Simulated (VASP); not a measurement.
```yaml
crystal:
  lattice:
    - [3.21954, 0.00000, 0.00000]
    - [-1.60977, 2.78820, 0.00000]
    - [0.00000, 0.00000, 5.25948]
  atoms:
    - { symbol: Pt, position: [0.00000, 0.00000, 0.00000] }
    - { symbol: Pt, position: [0.00000, 0.00000, 0.50000] }
    - { symbol: B, position: [0.33333, 0.66667, 0.25000] }
    - { symbol: B, position: [0.66667, 0.33333, 0.75000] }
```

Computed with PBE GGA, VASP's PBE PAW potentials (set 64) (plane waves; VASP). Settings: 520 eV cut-off, 12×12×7 Γ-centred mesh, tetrahedra with Blöchl corrections, potentials Pt B.

Unless said otherwise, spin-orbit coupling is left out, though it shifts the bands of the heavy elements here.

Q: Estimate the energy per atom (σ→0), band gap (on the k-mesh) with the smallest direct gap where there is one.

A: 
```
Quantity                                                    Result
------------------------  ----------------------------------------
band gap (on the k-mesh)  none (metal, semimetal or under 0.01 eV)
energy per atom (σ→0)                               -6.350 eV/atom
```

Total energies compare only between runs with the same potentials, cut-off and functional.

The structure was generated: PtB was put into the NiAs type type (P6_3/mmc), which need not be its known phase. It was relaxed first, which changed the volume by -9 %.
